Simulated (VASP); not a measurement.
Computed with r2SCAN meta-GGA, VASP's PBE PAW potentials (set 64) (plane waves; VASP).

A VASP calculation is set up with these files.

File POSCAR:
```
BaTe(100) slab
1
    5.0110784226     0.0000000000     0.0000000000
    0.0000000000     5.0110784226     0.0000000000
    0.0000000000     0.0000000000    29.3593337709
Ba Te
4 4
Direct
  0.0000000000   0.5000000000   0.3213869593
  0.5000000000   0.0000000000   0.4385141801
  1.0000000000   0.5000000000   0.5614858199
  0.5000000000   0.0000000000   0.6786130407
  0.0000000000   0.5000000000   0.4395603830
  0.5000000000   0.0000000000   0.3182674286
  0.0000000000   0.5000000000   0.6817325714
  0.5000000000   0.0000000000   0.5604396170
```

KPOINTS:
```
Automatic mesh
0
Gamma
4 4 1
0 0 0
```

INCAR:
```
! general
SYSTEM  = BaTe(100) slab
PREC    = Normal
ENCUT   = 400
LREAL   = .FALSE.
LASPH   = .TRUE.

! electronic loop
EDIFF   = 1E-6
NELM    = 100
NELMIN  = 4
ALGO    = Normal
LMAXMIX = 4
LMIXTAU = .TRUE.

! smearing
ISMEAR  = 0
SIGMA   = 0.05

! functional
METAGGA = R2SCAN

! output
LWAVE   = .FALSE.
LCHARG  = .FALSE.
LORBIT  = 11
LVHAR   = .TRUE.

! other
LDIPOL  = .TRUE.
IDIPOL  = 3
DIPOL   = 0.5 0.5 0.5
```

POTCAR, in this order: Ba_sv Te (PBE.64 set). Program: vasp_std. Read from the step before: WAVECAR.

The run wrote:

File OSZICAR:
```
       N       E                     dE             d eps       ncg     rms          rms(c)
DAV:   1    -0.223195580555E+03   -0.22320E+03   -0.49773E-06   394   0.108E-02    0.878E-04
DAV:   2    -0.223195580423E+03    0.13152E-06   -0.53695E-07   342   0.485E-03    0.422E-04
DAV:   3    -0.223195580353E+03    0.69836E-07   -0.12601E-07   300   0.231E-03    0.382E-04
DAV:   4    -0.223195580687E+03   -0.33372E-06   -0.10168E-07   270   0.224E-03
   1 F= -.22319558E+03 E0= -.22319558E+03  d E =-.126276E-13
```

File OUTCAR:
```
------------------------ aborting loop because EDIFF is reached ----------------------------------------
  FORCE on cell =-STRESS in cart. coord.  units (eV):
  Direction    XX          YY          ZZ          XY          YZ          ZX
  --------------------------------------------------------------------------------------
  Total       -1.6188552     -1.6188552     -0.3719567      0.0000000      0.0000000      0.0000000
  in kB       -3.5181147     -3.5181147     -0.8083406      0.0000000      0.0000000      0.0000000
  external PRESSURE =      -2.6148566 kB  Pullay stress =       0.0000000 kB
  volume of cell :      737.24
      direct lattice vectors                 reciprocal lattice vectors
     5.011078423  0.000000000  0.000000000     0.199557843  0.000000000  0.000000000
     0.000000000  5.011078423  0.000000000     0.000000000  0.199557843  0.000000000
     0.000000000  0.000000000 29.359333771     0.000000000  0.000000000  0.034060718
 POSITION                                       TOTAL-FORCE (eV/Angst)
 -----------------------------------------------------------------------------------
      0.00000      2.50554      9.43571         0.000000      0.000000      0.020602
      2.50554      0.00000     12.87448         0.000000      0.000000      0.028112
      0.00000      2.50554     16.48485         0.000000     -0.000000     -0.028112
      2.50554      0.00000     19.92363         0.000000      0.000000     -0.020602
      0.00000      2.50554     12.90520         0.000000      0.000000      0.018123
      2.50554      0.00000      9.34412        -0.000000      0.000000     -0.005552
      0.00000      2.50554     20.01521         0.000000      0.000000      0.005552
      2.50554      0.00000     16.45413         0.000000      0.000000     -0.018123
 -----------------------------------------------------------------------------------
    total drift:                               -0.000000     -0.000000     -0.000000
  FREE ENERGIE OF THE ION-ELECTRON SYSTEM (eV)
  ---------------------------------------------------
  free  energy   TOTEN  =      -223.1955806870 eV

  energy  without entropy=     -223.1955806870  energy(sigma->0) =     -223.19558069

 total charge

# of ion       s       p       d       tot
------------------------------------------
    1        2.015   5.619   0.223   7.857
    2        2.016   5.624   0.229   7.869
    3        2.016   5.624   0.229   7.869
    4        2.015   5.619   0.223   7.857
    5        1.343   2.173   0.003   3.519
    6        1.343   2.150   0.002   3.495
    7        1.343   2.150   0.002   3.495
    8        1.343   2.173   0.003   3.519
--------------------------------------------------
tot         13.433  31.132   0.916  45.481
```
(Selected blocks of OUTCAR.)

The cell is a thin slab with vacuum, built from BaTe (rock salt): (100) face.
